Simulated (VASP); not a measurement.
Crystal: CdTe.

```xyz
2
Lattice="0.0000 3.2050 3.2050 3.2050 0.0000 3.2050 3.2050 3.2050 0.0000" Properties=species:S:1:pos:R:3 pbc="T T T"
Cd    0.0000    0.0000    0.0000
Te    1.6025    1.6025    1.6025
```

* Program: VASP 6.6.1
* Task: relaxation of cell and atoms
* Functional: PBE
* Potentials or basis: VASP PAW PBE potentials, release 64 (Cd, Te)
* Cutoff: 600 eV
* k mesh: 8 × 8 × 8
* Occupations: gaussian, width 0.02 eV
* Spin: no spin polarisation

At the start: pressure 4.4 GPa; volume 32.92 Å³/atom.

Question: How do energy, volume and symmetry change on relaxing?

Answer: Over 5 steps the energy falls by 42.0 meV/atom and the volume is 36.32 Å³/atom (+10.3 %); space group F-43m (No. 216, to 0.05 Å).

The path:
| step | energy change (eV) | largest force (eV/Å) | pressure (GPa) | volume (Å³) |
| --- | --- | --- | --- | --- |
| 1 | 0.0000 | 0.0000 | 4.35 | 65.84 |
| 2 | -0.0777 | 0.0000 | -0.93 | 74.74 |
| 3 | -0.0840 | 0.0000 | 0.02 | 72.61 |
| 4 | -0.0839 | 0.0000 | -0.05 | 72.75 |
| 5 | -0.0840 | 0.0000 | 0.00 | 72.64 |

Final structure:
```
CELL_PARAMETERS angstrom
0.00000 3.31165 3.31165
3.31165 0.00000 3.31165
3.31165 3.31165 0.00000
ATOMIC_POSITIONS crystal
Cd 0.00000 0.00000 0.00000
Te 0.25000 0.25000 0.25000
```

Caveat: the volume moved by +10 % from the deposited cell, more than functionals usually miss.
